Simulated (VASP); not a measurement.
MgO (Periclase):

```
Mg O
1.0
     0.00000    2.10392    2.10392
     2.10392    0.00000    2.10392
     2.10392    2.10392    0.00000
Mg O
1 1
Cartesian
  0.0000 0.0000 0.0000
  2.1039 2.1039 2.1039
```

Base run:

```yaml
Program: VASP 6.6.1
Functional: HSE06
Potentials_or_basis: VASP PAW PBE potentials, release 64 (Mg, O)
Cutoff: 520 eV
k_mesh: 8 × 8 × 8
Occupations: gaussian, width 0.03 eV
Spin: no spin polarisation
```

Its results: band gap on the k mesh 6.49 eV, direct; pressure -1.1 GPa.

Problem. After a change of settings the same cell gave: band gap on the k mesh 7.91 eV, direct; pressure -2.5 GPa. Which change was it?
A. functional from HSE06 to PBE-EpsX
B. k mesh from 8 × 8 × 8 to 10 × 10 × 10; further incar settings from ALGO = Normal; EDIFF = 1e-07; NBANDS = 11 to ALGO = Normal; EDIFF = 1e-07
C. functional from HSE06 to PBE0

Solution. A.

Caveats: the PAW data sets were made with another functional, which shifts forces and pressure a little.

Runs at the PBE level aren't shown here.
